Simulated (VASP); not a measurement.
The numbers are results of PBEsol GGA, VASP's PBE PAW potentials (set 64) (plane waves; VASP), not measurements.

The input files of a VASP run:

INCAR:
```
# general
SYSTEM  = BaTiO3
PREC    = Accurate
ENCUT   = 520
LREAL   = .FALSE.
LASPH   = .TRUE.

# electronic loop
EDIFF   = 1E-8
NELM    = 100
ALGO    = Normal
LMAXMIX = 4

# smearing
ISMEAR  = 0
SIGMA   = 0.05

# functional
GGA     = PS

# ions
IBRION  = 1
NSW     = 30
ISIF    = 2
EDIFFG  = -0.001

# output
LWAVE   = .FALSE.
LCHARG  = .FALSE.
```

### KPOINTS
```
kpoints
0
Gamma
  5 5 5
```

### POSCAR
```
BaTiO3
1
    3.9837729775     0.0000000000     0.0000000000
    0.0000000000     3.9837729775     0.0000000000
    0.0000000000     0.0000000000     3.9837729775
Ba Ti O
1 1 3
Direct
  0.0000000000   0.0000000000   0.0000000000
  0.5000000000   0.5000000000   0.5000000000
  0.5000000000   0.0000000000   0.5000000000
  0.0000000000   0.5000000000   0.5000000000
  0.5000000000   0.5000000000   0.0000000000
```

POTCAR, in this order: Ba_sv Ti_sv O (PBE.64 set). Program: vasp_std.

Q: Predict the energy per atom (σ→0).

A: 
* **energy per atom (σ→0)**: -8.396 eV/atom

File OSZICAR:
```
...
DAV:  13    -0.419787603027E+02   -0.22451E-03   -0.28699E-03   648   0.366E-01    0.125E-01
DAV:  14    -0.419785172800E+02    0.24302E-03   -0.10755E-03   616   0.217E-01    0.261E-02
DAV:  15    -0.419785167170E+02    0.56293E-06   -0.53336E-05   608   0.458E-02    0.751E-03
DAV:  16    -0.419785162795E+02    0.43753E-06   -0.45175E-06   728   0.130E-02    0.151E-03
DAV:  17    -0.419785164096E+02   -0.13013E-06   -0.10554E-06   640   0.106E-02    0.386E-03
DAV:  18    -0.419785162106E+02    0.19905E-06   -0.66306E-07   608   0.772E-03    0.969E-04
DAV:  19    -0.419785162138E+02   -0.31860E-08   -0.29158E-08   496   0.111E-03
   1 F= -.41978516E+02 E0= -.41978516E+02  d E =-.419785E+02
```

The compound is BaTiO3 in the cubic perovskite structure, the ideal cubic form; the compound distorts at low or room temperature. It was relaxed first. The start is the result of an earlier pass.
